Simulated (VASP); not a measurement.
An input for Ansatz (written as the equivalent of a VASP run, and not itself run):

Ansatz 0.2 input:
```yaml
crystal:
  lattice:
    - [0.0000000, 3.2262903, 3.2262903]
    - [3.2262903, 0.0000000, 3.2262903]
    - [3.2262903, 3.2262903, 0.0000000]
  atoms:
    - { symbol: Ba, position: [0.0000000, 0.0000000, 0.0000000] }
    - { symbol: S, position: [0.5000000, 0.5000000, 0.5000000] }
kpoints:
  mp_grid: { grid: [7, 7, 7] }
hamiltonian:
  xc: r2scan
  pseudopotentials: { kind: paw }
scf:
  occupations: { method: gaussian, width: 0.05 }
  max_iter: 100
relax:
  max_steps: 30
  f_tol: 0.001
output: { forces: true, stress: true, eigenvalues: true }
```

Problem. Write the VASP files for the same calculation (r2SCAN).

Solution. This is not unique; one that fits is 
**POSCAR**
```
BaS
1
    0.0000000000     3.2262902754     3.2262902754
    3.2262902754     0.0000000000     3.2262902754
    3.2262902754     3.2262902754     0.0000000000
Ba S
1 1
Direct
  0.0000000000   0.0000000000   0.0000000000
  0.5000000000   0.5000000000   0.5000000000
```

**KPOINTS**
```
Automatic
0
G
7 7 7
0 0 0
```

INCAR:
```
SYSTEM = BaS
PREC = Accurate
ENCUT = 400
EDIFF = 1E-8
NELM = 100
ALGO = Normal
LREAL = .FALSE.
LASPH = .TRUE.
ISMEAR = 0
SIGMA = 0.05
METAGGA = R2SCAN
LMIXTAU = .TRUE.
LMAXMIX = 4
LWAVE = .FALSE.
LCHARG = .FALSE.
IBRION = 1
ISIF = 2
NSW = 30
EDIFFG = -0.001
```

POTCAR, in this order: Ba_sv S (PBE.64 set). Program: vasp_std.

What does not carry over: each code has its own PAW files, so the cut-off isn't converted (ENCUT is set for VASP's; basis.ecutwfc is left out, and Ansatz then takes the one that its files recommend); Ansatz stops its SCF on the density residual and VASP on the energy change (EDIFF).

The compound is BaS in the rock salt structure. It was relaxed first. The start is the result of an earlier pass.
